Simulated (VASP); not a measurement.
Nb:

```
Nb
1.0
    -1.63500    1.63500    1.63500
     1.63500   -1.63500    1.63500
     1.63500    1.63500   -1.63500
Nb
1
Direct
  0.00000 0.00000 0.00000
```

The cell was built by a generator and needn't be a form met in nature.

| Item | Value |
| --- | --- |
| Program | VASP 6.6.1 |
| Task | relaxation of cell and atoms |
| Functional | r2SCAN |
| Dispersion | rVV10 |
| Potentials or basis | VASP PAW PBE potentials, release 64 (Nb_sv) |
| Cutoff | 600 eV |
| k mesh | 18 × 18 × 18 |
| Occupations | methfessel-paxton, width 0.1 eV |
| Spin | no spin polarisation |

At the start: pressure 4.3 GPa; volume 17.48 Å³/atom.

Where does the relaxation end?

Over 4 steps the energy falls by 5.5 meV/atom and the volume is 17.90 Å³/atom (+2.4 %); space group Im-3m (No. 229, to 0.05 Å).

Step by step:
```
step  energy change (eV)  largest force (eV/Å)  pressure (GPa)  volume (Å³)
   1              0.0000                0.0000            4.35        17.48
   2              0.0132                0.0000           -7.24        18.71
   3             -0.0055                0.0000           -0.06        17.91
   4             -0.0055                0.0000            0.03        17.90
```

Final structure:
```xyz
1
Lattice="-1.6479 1.6479 1.6479 1.6479 -1.6479 1.6479 1.6479 1.6479 -1.6479" Properties=species:S:1:pos:R:3 pbc="T T T"
Nb    0.0000    0.0000    0.0000
```

Caveat: the PAW data sets were made with another functional, which shifts forces and pressure a little.
